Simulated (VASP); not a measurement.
Crystal: Sn3Pb5Se8.

```
Sn Pb Se
1.0
     0.00000    6.08331   -6.08331
    -6.08331    0.00000   -6.08331
    -6.08331    6.08331    0.00000
Sn Pb Se
3 5 8
Direct
  0.50000 0.50000 0.00000
  0.00000 0.50000 0.00000
  0.50000 0.00000 0.00000
  0.00000 0.00000 0.00000
  0.50000 0.50000 0.50000
  0.00000 0.50000 0.50000
  0.50000 0.00000 0.50000
  0.00000 0.00000 0.50000
  0.75000 0.75000 0.25000
  0.25000 0.75000 0.25000
  0.75000 0.25000 0.25000
  0.25000 0.25000 0.25000
  0.75000 0.75000 0.75000
  0.25000 0.75000 0.75000
  0.75000 0.25000 0.75000
  0.25000 0.25000 0.75000
```

The cell was built by a generator and needn't be a form met in nature.

| Quantity | Value |
| --- | --- |
| Program | VASP 6.6.1 |
| Task | relaxation of cell and atoms |
| Functional | PBEsol |
| Potentials or basis | VASP PAW PBE potentials, release 64 (Sn_d, Pb_d, Se) |
| Cutoff | 600 eV |
| k mesh | 6 × 6 × 5 |
| Occupations | gaussian, width 0.03 eV |
| Spin | no spin polarisation |

At the start: pressure -0.8 GPa; volume 28.14 Å³/atom.

Question: How do energy, volume and symmetry change on relaxing?

Answer: Over 5 steps the energy falls by 4.7 meV/atom and the volume is 27.64 Å³/atom (-1.8 %); space group R-3m (No. 166, to 0.05 Å).

Step by step:
| step | energy change (eV) | largest force (eV/Å) | pressure (GPa) | volume (Å³) |
| --- | --- | --- | --- | --- |
| 1 | 0.0000 | 0.3061 | -0.84 | 450.25 |
| 2 | -0.0416 | 0.2444 | 0.28 | 440.71 |
| 3 | -0.0418 | 0.2396 | 0.36 | 440.01 |
| 4 | -0.0627 | 0.1415 | 0.23 | 440.87 |
| 5 | -0.0747 | 0.0036 | 0.04 | 442.16 |

Final structure:
```
Sn Pb Se
1.0
     0.00000    6.04687   -6.04687
    -6.04687    0.00000   -6.04687
    -6.04651    6.04651   -0.00036
Sn Pb Se
3 5 8
Direct
  0.50000 0.50000 0.00000
  0.00000 0.50000 0.00000
  0.50000 0.00000 0.00000
  0.00000 0.00000 0.00000
  0.50000 0.50000 0.50000
  0.00000 0.50000 0.50000
  0.50000 0.00000 0.50000
  0.00000 0.00000 0.50000
  0.75000 0.75000 0.24448
  0.25552 0.75000 0.24448
  0.75000 0.25552 0.24448
  0.25275 0.25275 0.24175
  0.74725 0.74725 0.75825
  0.25000 0.74448 0.75552
  0.74448 0.25000 0.75552
  0.25000 0.25000 0.75552
```

Caveat: the PAW data sets were made with another functional, which shifts forces and pressure a little.
